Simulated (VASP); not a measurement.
Consider the following.

```xyz
4
Lattice="4.5621 0.0000 0.0000 -2.2811 3.9509 0.0000 0.0000 0.0000 5.7909" Properties=species:S:1:pos:R:3 pbc="T T T"
Sn     0.0000     2.6339     1.4477
Sn     2.2811     1.3170     4.3432
Si     0.0000     2.6339     4.3432
Si     2.2811     1.3170     1.4477
```

The numbers are results of PBEsol GGA, VASP's PBE PAW potentials (set 64) (plane waves; VASP), not measurements. Numerical set-up: 480 eV cut-off, 8×8×6 Γ-centred mesh, first-order Methfessel-Paxton smearing of 0.10 eV, potentials Sn_d Si.

Unless said otherwise, spin-orbit coupling is left out, though it shifts the bands of the heavy elements here.

### Question
Predict the energy per atom (σ→0), band gap (on the k-mesh) with the smallest direct gap where there is one.

### Answer

```json
{
 "band gap (on the k-mesh)": "none (metal, semimetal or under 0.01 eV)",
 "energy per atom (σ→0)": "-4592 meV/atom"
}
```

The structure was generated: SiSn was put into the h-BN type (P6_3/mmc), which need not be its known phase. It was relaxed first, which changed the volume by -53 %.
